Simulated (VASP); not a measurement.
Input:

```yaml
crystal:
  lattice:
    - [0.00000, 2.59948, 2.50530]
    - [2.56889, 0.00000, 2.50530]
    - [2.56889, 2.59948, 0.00000]
  atoms:
    - { symbol: Hf, position: [0.00000, 0.00000, 0.00000] }
    - { symbol: O, position: [0.25000, 0.25000, 0.25000] }
    - { symbol: O, position: [0.73512, 0.76488, 0.76488] }
```

Method: PBE GGA, VASP's PBE PAW potentials (set 64) (plane waves; VASP). Settings: 700 eV cut-off, 7×7×7 Γ-centred mesh, Gaussian smearing of 0.050 eV, potentials Hf_pv O.

Give the force on each atom (eV/Å).

```tsv
atom	Fx	Fy	Fz
Hf1	0.145	0.000	0.000
O2	0.591	0.000	0.000
O3	-0.735	0.000	0.000
```

Give the stress tensor in GPa (positive for a compressed cell).

```
 -7.37    0.00    0.00
  0.00  -13.29    1.99
  0.00    1.99    3.29
```
The pressure is its mean diagonal, -5.79 GPa.

The compound is HfO2 in the fluorite structure, the high-temperature cubic form, which is unstable at 0 K; the monoclinic form is the stable one. The cell was not relaxed at this level, atoms are displaced from their ideal sites. The run is one of a series of settings (ENCUT = 700 against the base run), some of them coarse on purpose.
